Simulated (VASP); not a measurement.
All values below come from vdW-DF-cx, VASP's PBE PAW potentials (set 64) (plane waves; VASP).

VASP input:

INCAR:
```
SYSTEM = Te
PREC = Accurate
ENCUT = 520
EDIFF = 1E-7
NELM = 100
ALGO = Normal
LREAL = .FALSE.
LASPH = .TRUE.
ISMEAR = 0
SIGMA = 0.05
GGA = CX
LUSE_VDW = .TRUE.
AGGAC = 0.0
LMAXMIX = 4
LWAVE = .FALSE.
LCHARG = .FALSE.
ISIF = 4
IBRION = 2
NSW = 30
EDIFFG = -0.01
```

### POSCAR
```
Te
1
    2.1927534201    -3.7979600520     0.0000000000
    2.1927534201     3.7979600520     0.0000000000
    0.0000000000     0.0000000000     6.0669670037
Te
3
Direct
  1.0000000000   0.2807477902   0.6666670000
  0.7192522098   0.7192522098   0.0000000000
  0.2807477902   1.0000000000   0.3333330000
```

KPOINTS:
```
Automatic mesh
0
Gamma
6 6 4
0 0 0
```

POTCAR, in this order: Te (PBE.64 set). Program: vasp_std.

Unless said otherwise, spin-orbit coupling is left out, though it shifts the bands of the heavy elements here.

What does the run give for the energy per atom (σ→0), band gap (on the k-mesh)?

The energy per atom (σ→0) comes out as -132.2 kJ/mol of atoms and the band gap (on the k-mesh) is 0.07 eV.

**OSZICAR**
```
...
DAV:   2    -0.410971368728E+01   -0.10227E-02   -0.17170E-02   694   0.815E-01    0.150E-01
DAV:   3    -0.410945607466E+01    0.25761E-03   -0.37329E-04   709   0.140E-01    0.104E-01
DAV:   4    -0.410937959653E+01    0.76478E-04   -0.29229E-04   649   0.106E-01    0.334E-02
DAV:   5    -0.410938487536E+01   -0.52788E-05   -0.29392E-05   659   0.342E-02    0.139E-02
DAV:   6    -0.410938580757E+01   -0.93221E-06   -0.11055E-06   806   0.828E-03    0.855E-03
DAV:   7    -0.410938603543E+01   -0.22786E-06   -0.21151E-07   450   0.326E-03    0.250E-03
DAV:   8    -0.410938610904E+01   -0.73606E-07   -0.37855E-08   312   0.153E-03
   3 F= -.41093861E+01 E0= -.41090625E+01  d E =-.404016E-02
```

The compound is Te in the trig structure. This cell is one point of a volume scan, at 1.03 of the reference volume. Symmetry was kept, so distortions that lower it aren't found.
